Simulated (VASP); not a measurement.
Data:

```xyz
2
Lattice="0.0000 2.4524 2.4524 2.4524 0.0000 2.4524 2.4524 2.4524 0.0000" Properties=species:S:1:pos:R:3 pbc="T T T"
Y      0.0000     0.0000     0.0000
N      2.4524     2.4524     2.4524
```

Level of theory: PBE0 hybrid, VASP's PBE PAW potentials (set 64) (plane waves; VASP). Run with 520 eV cut-off, 8×8×8 Γ-centred mesh, Gaussian smearing of 0.050 eV, potentials Y_sv N.

Question: Give the stress tensor in GPa (positive for a compressed cell).

Answer: 
```
-2.65   0.00   0.00
 0.00  -2.65   0.00
 0.00   0.00  -2.65
```
The pressure is its mean diagonal, -2.65 GPa.

The compound is YN in the rock salt structure. It was relaxed first. The cell's shape comes from a PBE relaxation.
